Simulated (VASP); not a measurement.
Consider the following.

```xyz
2
Lattice="0.0000 2.5324 2.5324 2.5324 0.0000 2.5324 2.5324 2.5324 0.0000" Properties=species:S:1:pos:R:3 pbc="T T T"
B      0.0000     0.0000     0.0000
Bi     1.2662     1.2662     1.2662
```

The numbers are results of PBEsol GGA, VASP's PBE PAW potentials (set 64) (plane waves; VASP), not measurements. Run with 620 eV cut-off, 9×9×9 Γ-centred mesh, Gaussian smearing of 0.050 eV, potentials B Bi_d.

Energy and stress use the plane-wave basis of the starting cell.

Q: The ions, cell shape and volume at an external pressure of 45.0 GPa are relaxed. Give the cell that the relaxation ends in.

A: 
```xyz
2
Lattice="0.0000 2.4773 2.4773 2.4773 0.0000 2.4773 2.4773 2.4773 0.0000" Properties=species:S:1:pos:R:3 pbc="T T T"
B      0.0000     2.4773     2.4773
Bi     1.2387     1.2387     1.2387
```
Space group F-43m (216), at a tolerance of 0.03 Å.

Q: How do energy and volume change from the first to the last step?

A: The energy (σ→0) changes by +239.4 meV/atom and the volume by -6.4 %, in 4 ionic steps.

The structure was generated: BBi was put into the zinc blende type (F-43m), which need not be its known phase. This run relaxes it under an external pressure of 45 GPa. Symmetry was kept, so distortions that lower it aren't found.
